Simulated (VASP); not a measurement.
Input of a VASP 6.6.1 run:

INCAR

```
ALGO = Fast
EDIFF = 1E-6
EDIFFG = -0.02
ENCUT = 600
GGA = PE
IBRION = 2
ISIF = 3
ISMEAR = 1
LASPH = T
LCHARG = F
LREAL = F
LWAVE = F
NELM = 80
NSW = 60
PREC = Accurate
SIGMA = 0.15
```

The input KPOINTS:

```
k-points
0
Gamma
  16 16 16
```

File POSCAR:

```
TiN
1.0
    0.0000000000      2.1200000000      2.1200000000
    2.1200000000      0.0000000000      2.1200000000
    2.1200000000      2.1200000000      0.0000000000
Ti N
1 1
Direct
    0.0000000000      0.0000000000      0.0000000000
    0.5000000000      0.5000000000      0.5000000000
```

Potentials or basis: VASP PAW PBE potentials, release 64 (Ti_sv, N).

Launch:

```console
$ cat potpaw_PBE.64/Ti_sv/POTCAR potpaw_PBE.64/N/POTCAR > POTCAR
$ mpirun -np 1 vasp_std > vasp.out
```

(1) Estimate the band gap on the k mesh.

(2) Predict the relaxed cell.

(3) Estimate the relaxed volume.

Answers

(1) none (metal or under the smearing width).

(2) a = 3.005 Å, b = 3.005 Å, c = 3.005 Å, α = 60.00°, β = 60.00°, γ = 60.00°.

(3) 9.59 Å³/atom.
